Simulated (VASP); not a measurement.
```
FeSi
1.0
    4.37306     0.00000     0.00000
    0.00000     4.37306     0.00000
    0.00000     0.00000     4.37306
Fe Si
4 4
Direct
  0.86280   0.63720   0.36280
  0.36280   0.86280   0.63720
  0.13720   0.13720   0.13720
  0.63720   0.36280   0.86280
  0.15909   0.34091   0.65909
  0.65909   0.15909   0.34091
  0.84091   0.84091   0.84091
  0.34091   0.65909   0.15909
```

Method: LDA (Ceperley-Alder, Perdew-Zunger), VASP's LDA PAW potentials (set 64) (plane waves; VASP). Settings: 500 eV cut-off, 5×5×5 Γ-centred mesh, Gaussian smearing of 0.050 eV, potentials Fe Si.

Problem. The ions, cell shape and volume at an external pressure of 5.0 GPa are relaxed. What does this cell relax into?

Solution. 
```
FeSi
1.0
    4.34514     0.00000     0.00000
    0.00000     4.34514     0.00000
    0.00000     0.00000     4.34514
Fe Si
4 4
Cartesian
  3.74571   2.77200   1.57314
  1.57314   3.74571   2.77200
  0.59943   0.59943   0.59943
  2.77200   1.57314   3.74571
  0.68978   1.48279   2.86235
  2.86235   0.68978   1.48279
  3.65536   3.65536   3.65536
  1.48279   2.86235   0.68978
```
Space group P2_13 (198), at a tolerance of 0.03 Å.

Problem. How do energy and volume change from the first to the last step?

Solution. The energy (σ→0) changes by +3.1 meV/atom and the volume by -1.9 %, in 6 ionic steps.

The compound is FeSi in the B20 structure. This run relaxes it under an external pressure of 5 GPa. Symmetry was kept, so distortions that lower it aren't found. The run is not spin-polarised, so no magnetic state was tried.
